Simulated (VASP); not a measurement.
**B4C (space group Cm): computed properties**

Calculation: r2SCAN meta-GGA, VASP's PBE PAW potentials (set 64) (plane waves; VASP 6.6.1).

```yaml
space_group: Cm (8)
cell: a = 8.7552 Å, b = 5.5951 Å, c = 5.0473 Å, α = 90.00°, β = 118.81°, γ = 90.00°
volume_per_atom: 7.22 Å³/atom
band gap (over mesh and band path): 3.24 eV
smallest direct gap (over mesh and band path): 3.50 eV
band_edge_character: indirect, Y2 to A
density: 2.54 g/cm³
```

```yaml
crystal:
  lattice:
    - [4.37758, -2.79757, -0.00027]
    - [4.37758, 2.79757, -0.00027]
    - [-2.43171, 0.00000, 4.42288]
  atoms:
    - { symbol: B, position: [0.50818, 0.50818, 0.16261] }
    - { symbol: B, position: [0.49777, 0.17578, 0.51532] }
    - { symbol: B, position: [0.17578, 0.49777, 0.51532] }
    - { symbol: B, position: [0.50606, 0.83109, 0.49532] }
    - { symbol: B, position: [0.83109, 0.50606, 0.49532] }
    - { symbol: B, position: [0.69341, 0.69341, 0.81929] }
    - { symbol: B, position: [0.31000, 0.31000, 0.18826] }
    - { symbol: B, position: [0.69683, 0.18816, 0.30523] }
    - { symbol: B, position: [0.18816, 0.69683, 0.30523] }
    - { symbol: B, position: [0.30389, 0.81750, 0.70082] }
    - { symbol: B, position: [0.81750, 0.30389, 0.70082] }
    - { symbol: B, position: [0.99943, 0.99943, 0.01089] }
    - { symbol: C, position: [0.49695, 0.49695, 0.82494] }
    - { symbol: C, position: [0.87580, 0.87580, 0.11826] }
    - { symbol: C, position: [0.12048, 0.12048, 0.89628] }
```

The structure comes from a computed database's B4C entry (Cm); how it stands against other phases isn't given here. It was relaxed first. Symmetry was kept, so distortions that lower it aren't found.
